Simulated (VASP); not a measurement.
Set up this calculation in VASP 6.6.1, as the native input.

* Task: single point
* Functional: PBE
* Potentials or basis: VASP PAW PBE potentials, release 64 (Si, Ru_pv, F)
* Cutoff: 520 eV
* k mesh: 3 × 3 × 3
* Occupations: methfessel-paxton, width 0.15 eV
* Spin: no spin polarisation
* Dipole correction: no
* Further INCAR settings: ALGO = Normal; EDIFF = 1e-06; NBANDS = 40

The structure of SiRuF6 lies in POSCAR:

```
SiRuF6
1.0
    4.4720910000     -0.2495190000     -0.7842920000
   -0.4101190000      4.9754670000      0.1540760000
    0.7888460000     -0.0084260000      4.6825490000
Si Ru F
1 1 6
Direct
    0.7046986575      0.9685897026      0.1165912183
    0.1946549249      0.7574305305      0.6824717550
    0.4951612465      0.2742318147      0.7432002235
    0.7328503684     -0.0336519098      0.4907360570
    0.8139173611      0.4967769329      0.0652017677
    0.0555097031      0.3040745036      0.7621567298
    0.2599753870      0.0453321172      0.2106164879
    0.3471702684      0.6033234131      0.2398711057
```

The cell was built by a generator and needn't be a form met in nature.

These files were run (other wordings do the same):

INCAR

```
SYSTEM = SiRuF6
PREC = Accurate
ENCUT = 520
EDIFF = 1E-6
ISMEAR = 1
SIGMA = 0.15
LREAL = .False.
LASPH = .True.
NELM = 100
ALGO = Normal
ISIF = 2
LWAVE = .False.
LCHARG = .False.
GGA = PE
NBANDS = 40
```

KPOINTS

```
Automatic mesh
0
Gamma
  3 3 3
  0 0 0
```

Potentials or basis: VASP PAW PBE potentials, release 64 (Si, Ru_pv, F).

Launch:

```sh
$ cat potpaw_PBE.64/Si/POTCAR potpaw_PBE.64/Ru_pv/POTCAR potpaw_PBE.64/F/POTCAR > POTCAR
$ mpirun -np 1 vasp_std > vasp.out
```

Results of the run:

The pressure is -12.7 GPa, the largest force is 2.732 eV/Å and the band gap on the k mesh is none (metal or under the smearing width).

Caveat: the k mesh is coarse (spacing up to 0.47 Å⁻¹), so the values aren't converged.

Wall time 35 s on 1 thread of Intel(R) Xeon(R) 6975P-C (Granite Rapids) (shared host), peak memory 0.24 GiB.
